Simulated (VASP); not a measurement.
Given:

```
CELL_PARAMETERS angstrom
      1.47500    -2.55477     0.00000
      1.47500     2.55477     0.00000
      0.00000     0.00000     4.68000
ATOMIC_POSITIONS crystal
  Ti 0.33333 0.66667 0.25000
  Ti 0.66667 0.33333 0.75000
```

The numbers are results of PBE GGA, VASP's PBE PAW potentials (set 64) (plane waves; VASP), not measurements. Settings: 400 eV cut-off, 5×5×3 Γ-centred mesh, first-order Methfessel-Paxton smearing of 0.10 eV, potentials Ti_sv.

Gaps are read on the run's mesh, which can miss a band edge.

Task: Predict the energy per atom (σ→0), pressure, band gap (on the k-mesh) with the smallest direct gap where there is one.

Result: 
```yaml
band gap (on the k-mesh): none (metal, semimetal or under 0.01 eV)
energy per atom (σ→0): -7.824 eV/atom
pressure: -2.68 GPa
```

The absolute energy has meaning only against runs of the same code, potentials and settings.

The compound is Ti in the hcp structure. The cell was not relaxed at this level. The k-mesh is coarse (spacing up to 0.49 per Å, 2π included), so the numbers may not be converged in it. The run is one of a series of settings (KPOINTS 5×5×3 Γ-centred mesh against the base run), some of them coarse on purpose.
